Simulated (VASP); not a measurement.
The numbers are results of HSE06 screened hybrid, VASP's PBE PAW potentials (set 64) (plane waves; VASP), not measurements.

Input for VASP

**KPOINTS**
```
K-points
0
Gamma
  1 1 1
```

POSCAR:
```
Ga31P31
1
   11.0671092084     0.0000000000     0.0000000000
    0.0000000000    11.0671092084     0.0000000000
    0.0000000000     0.0000000000    11.0671092084
Ga P
31 31
Direct
  0.4994734667   0.0013685904   0.0013591879
  0.7507989008   0.2491785598   0.9981024231
  0.7506813579   0.9977826858   0.2491576274
  0.0005800053   0.9993952704   0.9991922900
  0.2520063282   0.2514897959   0.0013080436
  0.4988770308   0.5009360968   0.0002100606
  0.7485764622   0.7480658071   0.0012066713
  0.2520031603   0.0014522798   0.2511505440
  0.5116474260   0.2553642083   0.2552498024
  0.7447098307   0.4887556746   0.2549001870
  0.4988405254   0.0002986912   0.5008631512
  0.7448916069   0.2550037901   0.4886198211
  0.7487400809   0.0012382967   0.7479742688
  0.9984156810   0.5004943242   0.0013989721
  0.2499128711   0.7500180282   0.0014791212
  0.0021371145   0.2492722391   0.2491405096
  0.2535671315   0.5010936628   0.2546066353
  0.4988910587   0.7464808539   0.2545801553
  0.9985108042   0.0017481331   0.5001936225
  0.2536206879   0.2546776685   0.5009084914
  0.7452919617   0.7462663609   0.5010073440
  0.2500301392   0.0014890783   0.7499288793
  0.4990180234   0.2547500526   0.7462481984
  0.7453794603   0.5011082138   0.7463347965
  0.9986961525   0.7480774703   0.2511208477
  0.9996963504   0.5010275442   0.5008145129
  0.2515205888   0.7484402152   0.4989810047
  0.9987469628   0.2513647233   0.7480724563
  0.2516771738   0.4994856336   0.7483294484
  0.5005345957   0.7485065975   0.7482143869
  0.9986610392   0.7501129145   0.7497431865
  0.6274532617   0.1253055160   0.1253678246
  0.8746186968   0.3725331871   0.1253994309
  0.8745355259   0.1254178118   0.3722550131
  0.1267628496   0.1244011252   0.1242424308
  0.3796647479   0.3752004106   0.1293082472
  0.6246009276   0.6204348913   0.1291252212
  0.8755927549   0.8731941895   0.1242106286
  0.3797182926   0.1293510746   0.3750197272
  0.8707497220   0.6203353732   0.3749899940
  0.6248426211   0.1291253779   0.6202276688
  0.8707715337   0.3751704323   0.6202371366
  0.8755894525   0.1243910360   0.8731493077
  0.1256320961   0.6245242046   0.1268059788
  0.3753932770   0.8743777201   0.1268174582
  0.1255096291   0.3752581912   0.3751330649
  0.3786088841   0.6214086904   0.3818184227
  0.6247499931   0.8744335440   0.3752106591
  0.1256846914   0.1268766058   0.6245156824
  0.3785733395   0.3820483594   0.6212875204
  0.6178961660   0.6214561134   0.6215050122
  0.8732090943   0.8744004338   0.6243719313
  0.3754452911   0.1269252130   0.8742855620
  0.6248322180   0.3751998010   0.8744917407
  0.8732196620   0.6246717026   0.8742387810
  0.1242782600   0.8758236786   0.3752484701
  0.1245302351   0.6256166426   0.6252964495
  0.3742732186   0.8754885316   0.6253427960
  0.1243546373   0.3755612838   0.8756334577
  0.3744809269   0.6257061159   0.8754951055
  0.6245182760   0.8756986694   0.8755941399
  0.1253447390   0.8746386121   0.8745154892
```

### INCAR
```
EDIFF  =  1E-5   # SCF stop (eV)
ENCUT  =  400   # plane-wave cut-off (eV)
ISIF  =  0
LWAVE  =  .FALSE.
ISYM  =  0
GGA  =  PE   # PBE
NELECT  =  247.0
MAGMOM  =  62*0.0161
LMAXMIX  =  4   # l cut-off of mixed one-centre charges
AEXX  =  0.25
ALGO  =  Normal
HFSCREEN  =  0.2   # 1/Angstrom
PRECFOCK  =  Fast
LASPH  =  .TRUE.
LCHARG  =  .FALSE.
PREC  =  Normal
NELM  =  50
NUPDOWN  =  1
SIGMA  =  0.05
LORBIT  =  10
ISPIN  =  2   # spin-polarised
NELMIN  =  4
LHFCALC  =  .TRUE.
SYSTEM  =  Ga31P31
ISMEAR  =  0   # Gaussian
LREAL  =  Auto
```

POTCAR, in this order: Ga P (PBE.64 set). Program: vasp_gam. Read from the step before: WAVECAR.

Output of the run:

**OUTCAR**
```
 ion  position               nearest neighbor table
   1  0.499  0.001  0.001-  32 2.40  61 2.41  45 2.41  53 2.41
   2  0.751  0.249  0.998-  33 2.39  32 2.39  43 2.39  54 2.40
   3  0.751  0.998  0.249-  38 2.39  32 2.39  34 2.39  48 2.40
   4  0.001  0.999  0.999-  62 2.39  43 2.40  38 2.40  35 2.40
   5  0.252  0.251  0.001-  53 2.40  35 2.40  59 2.41  36 2.42
   6  0.499  0.501  0.000-  60 2.39  36 2.39  37 2.39  54 2.41
   7  0.749  0.748  0.001-  55 2.40  38 2.40  61 2.41  37 2.43
   8  0.252  0.001  0.251-  45 2.39  35 2.40  56 2.41  39 2.43
   9  0.512  0.255  0.255-  32 2.40  39 2.42  36 2.42
  10  0.745  0.489  0.255-  33 2.40  37 2.41  40 2.42
  11  0.499  0.000  0.501-  58 2.39  39 2.39  41 2.39  48 2.41
  12  0.745  0.255  0.489-  34 2.40  41 2.41  42 2.41
  13  0.749  0.001  0.748-  52 2.40  43 2.40  61 2.41  41 2.43
  14  0.998  0.500  0.001-  33 2.40  55 2.41  59 2.41  44 2.41
  15  0.250  0.750  0.001-  60 2.40  44 2.40  45 2.40  62 2.40
  16  0.002  0.249  0.249-  35 2.39  33 2.39  34 2.39  46 2.40
  17  0.254  0.501  0.255-  47 2.38  46 2.39  36 2.41  44 2.42
  18  0.499  0.746  0.255-  47 2.38  48 2.39  37 2.41  45 2.42
  19  0.999  0.002  0.500-  34 2.40  56 2.41  49 2.41  52 2.41
  20  0.254  0.255  0.501-  50 2.38  46 2.39  39 2.41  49 2.42
  21  0.745  0.746  0.501-  51 2.38  48 2.39  40 2.41  52 2.42
  22  0.250  0.001  0.750-  58 2.40  49 2.40  53 2.40  62 2.40
  23  0.499  0.255  0.746-  50 2.38  54 2.39  41 2.41  53 2.42
  24  0.745  0.501  0.746-  51 2.38  54 2.39  42 2.41  55 2.42
...
```

OSZICAR:
```
       N       E                     dE             d eps       ncg     rms          rms(c)
DAV:   1    -0.328942362803E+03   -0.32894E+03   -0.16762E+01   620   0.108E+01    0.104E+01
DAV:   2    -0.329128740698E+03   -0.18638E+00   -0.70320E-01   698   0.137E+00    0.688E+00
DAV:   3    -0.329103702528E+03    0.25038E-01   -0.70610E-02   690   0.463E-01    0.399E+00
DAV:   4    -0.329090996509E+03    0.12706E-01   -0.21439E-02   690   0.257E-01    0.223E+00
DAV:   5    -0.329086548095E+03    0.44484E-02   -0.40940E-03   704   0.111E-01    0.126E+00
DAV:   6    -0.329084814522E+03    0.17336E-02   -0.86157E-04   717   0.560E-02    0.700E-01
DAV:   7    -0.329084206461E+03    0.60806E-03   -0.35832E-04   690   0.369E-02    0.378E-01
DAV:   8    -0.329084012625E+03    0.19384E-03   -0.12066E-04   690   0.218E-02    0.202E-01
DAV:   9    -0.329083951876E+03    0.60749E-04   -0.36823E-05   530   0.129E-02    0.110E-01
DAV:  10    -0.329083935265E+03    0.16610E-04   -0.17736E-05   421   0.904E-03    0.566E-02
DAV:  11    -0.329083932051E+03    0.32146E-05   -0.68983E-06   357   0.540E-03
   1 F= -.32908393E+03 E0= -.32908393E+03  d E =-.197372E-05  mag=     1.0000
```

### OUTCAR
```
------------------------ aborting loop because EDIFF is reached ----------------------------------------
  volume of cell :     1355.51
      direct lattice vectors                 reciprocal lattice vectors
    11.067109208  0.000000000  0.000000000     0.090357832  0.000000000  0.000000000
     0.000000000 11.067109208  0.000000000     0.000000000  0.090357832  0.000000000
     0.000000000  0.000000000 11.067109208     0.000000000  0.000000000  0.090357832
  FREE ENERGIE OF THE ION-ELECTRON SYSTEM (eV)
  ---------------------------------------------------
  free  energy   TOTEN  =      -329.0839320509 eV

  energy  without entropy=     -329.0839300772  energy(sigma->0) =     -329.08393106

  exchange ACFDT corr.  =         0.00000000  see jH, gK, PRB 81, 115126

 total charge

# of ion       s       p       d       tot
------------------------------------------
    1        1.088   1.243   0.160   2.491
    2        1.076   1.275   0.167   2.518
    3        1.076   1.275   0.167   2.519
    4        1.077   1.261   0.164   2.502
    5        1.083   1.240   0.160   2.483
    6        1.077   1.276   0.166   2.519
    7        1.083   1.240   0.160   2.483
    8        1.083   1.241   0.160   2.484
    9        1.111   1.044   0.118   2.273
   10        1.111   1.045   0.118   2.274
   11        1.077   1.276   0.166   2.519
   12        1.111   1.045   0.118   2.275
   13        1.083   1.240   0.160   2.483
   14        1.088   1.243   0.160   2.491
   15        1.076   1.267   0.165   2.508
   16        1.077   1.276   0.167   2.519
   17        1.079   1.254   0.163   2.497
   18        1.079   1.254   0.163   2.497
   19        1.088   1.243   0.160   2.491
   20        1.079   1.253   0.163   2.495
   21        1.079   1.253   0.163   2.494
   22        1.076   1.267   0.165   2.508
   23        1.079   1.252   0.163   2.494
   24        1.079   1.253   0.163   2.494
   25        1.083   1.241   0.160   2.483
   26        1.077   1.276   0.166   2.519
   27        1.081   1.264   0.164   2.509
   28        1.083   1.240   0.160   2.482
   29        1.080   1.263   0.163   2.507
   30        1.081   1.265   0.164   2.509
   31        1.076   1.267   0.165   2.509
   32        1.014   1.513   0.000   2.527
   33        1.014   1.514   0.000   2.528
   34        1.014   1.514   0.000   2.528
   35        1.010   1.522   0.000   2.532
   36        1.015   1.502   0.000   2.518
   37        1.015   1.503   0.000   2.518
   38        1.010   1.522   0.000   2.532
   39        1.015   1.502   0.000   2.517
   40        1.015   1.502   0.000   2.517
   41        1.015   1.502   0.000   2.517
   42        1.015   1.502   0.000   2.517
   43        1.010   1.522   0.000   2.532
   44        1.015   1.509   0.000   2.523
   45        1.015   1.509   0.000   2.524
   46        1.009   1.523   0.000   2.532
   47        1.047   1.429   0.000   2.476
   48        1.009   1.523   0.000   2.531
   49        1.015   1.509   0.000   2.523
   50        1.047   1.429   0.000   2.475
   51        1.047   1.429   0.000   2.476
   52        1.015   1.508   0.000   2.523
   53        1.015   1.508   0.000   2.523
   54        1.009   1.522   0.000   2.531
   55        1.015   1.508   0.000   2.523
   56        1.023   1.495   0.000   2.519
   57        1.009   1.523   0.000   2.532
   58        1.009   1.523   0.000   2.532
   59        1.023   1.495   0.000   2.519
   60        1.009   1.523   0.000   2.532
   61        1.023   1.496   0.000   2.519
   62        1.010   1.520   0.000   2.530
--------------------------------------------------
tot         65.097  84.939   4.921 154.957

 magnetization (x)

# of ion       s       p       d       tot
------------------------------------------
    1       -0.002   0.011  -0.000   0.009
    2        0.001  -0.000  -0.003  -0.002
    3        0.001  -0.000  -0.003  -0.002
    4        0.001  -0.004  -0.002  -0.006
    5       -0.000  -0.006  -0.002  -0.008
    6        0.001  -0.002  -0.003  -0.004
    7       -0.000  -0.006  -0.002  -0.008
    8       -0.000  -0.006  -0.002  -0.008
    9        0.002  -0.010  -0.002  -0.010
   10        0.002  -0.009  -0.002  -0.009
   11        0.001  -0.002  -0.003  -0.004
   12        0.002  -0.010  -0.002  -0.010
   13       -0.000  -0.006  -0.002  -0.008
   14       -0.002   0.011  -0.000   0.009
   15        0.000  -0.004  -0.002  -0.006
   16        0.001  -0.000  -0.003  -0.002
   17       -0.001   0.009   0.003   0.010
   18       -0.001   0.009   0.003   0.010
   19       -0.002   0.011  -0.000   0.009
   20       -0.001   0.008   0.003   0.010
   21       -0.001   0.008   0.003   0.010
   22        0.000  -0.004  -0.002  -0.006
   23       -0.001   0.008   0.003   0.010
...
```
(Selected blocks of OUTCAR.)

The cell is charged, with a uniform compensating background. The supercell is sampled at Γ alone, which is coarse: total energies, pressure and levels can be off, energies of defects by several tenths of an eV.

The cell is a supercell with a defect, built from GaP (zinc blende): vac_Ga-vac_P, charge +1. The cell's shape comes from a PBE relaxation.
